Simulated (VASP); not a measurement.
Input for VASP

**KPOINTS**
```
kpoints
0
G
7 7 7
0 0 0
```

File POSCAR:
```
CrF2
1
    1.3062090000     0.7541400000     5.0574490000
   -1.3062090000     0.7541400000     5.0574490000
    0.0000000000    -1.5082810000     5.0574490000
Cr F
1 2
Direct
  0.0000000000   0.0000000000   0.0000000000
  0.7523000000   0.7523000000   0.7523000000
  0.5810000000   0.5810000000   0.5810000000
```

**INCAR**
```
ALGO = Normal
EDIFF = 1E-6
ENCUT = 520
GGA = PE
ISIF = 2
ISMEAR = 0
ISPIN = 2
LASPH = T
LCHARG = F
LMAXMIX = 4
LORBIT = 10
LREAL = F
LWAVE = F
MAGMOM = 3.0 0.0 0.0
NELM = 100
PREC = Accurate
SIGMA = 0.05
SYSTEM = CrF2
```

POTCAR, in this order: Cr_pv F (PBE.64 set). Program: vasp_std.

### Question
Write an equivalent input for Quantum ESPRESSO's pw.x.

### Answer
One equivalent input (not run):
```
&CONTROL
  calculation = 'scf'
  pseudo_dir = './pseudo'
  outdir = './out'
  tprnfor = .true.
  tstress = .true.
/
&SYSTEM
  ibrav = 0
  nat = 3
  ntyp = 2
  ecutwfc = 94
  occupations = 'smearing'
  smearing = 'gaussian'
  degauss = 0.003675
  input_dft = 'pbe'
  nspin = 2
  starting_magnetization(1) = 0.3
/
&ELECTRONS
  conv_thr = 7.3e-08
  electron_maxstep = 100
/
ATOMIC_SPECIES
  Cr 51.996 Cr.upf
  F 18.998 F.upf
CELL_PARAMETERS angstrom
     1.3062090    0.7541400    5.0574490
    -1.3062090    0.7541400    5.0574490
     0.0000000   -1.5082810    5.0574490
ATOMIC_POSITIONS crystal
  Cr   0.0000000  0.0000000  0.0000000
  F    0.7523000  0.7523000  0.7523000
  F    0.5810000  0.5810000  0.5810000
K_POINTS automatic
  7 7 7 0 0 0
```
What does not carry over: the potentials are each code's own (VASP's PAW set, PseudoDojo norm-conserving files in pw.x), so ENCUT and ecutwfc are chosen apart and not converted; conv_thr bounds pw.x's estimated SCF error, while EDIFF bounds the energy change between steps; starting_magnetization is a fraction of the valence charge and MAGMOM a moment in μB, so they match only roughly.

The structure was generated: CrF2 was put into the 3R-MoS2 type (R3m), which need not be its known phase. The cell was not relaxed at this level. The k-mesh is coarse (spacing up to 0.40 per Å, 2π included), so the numbers may not be converged in it.
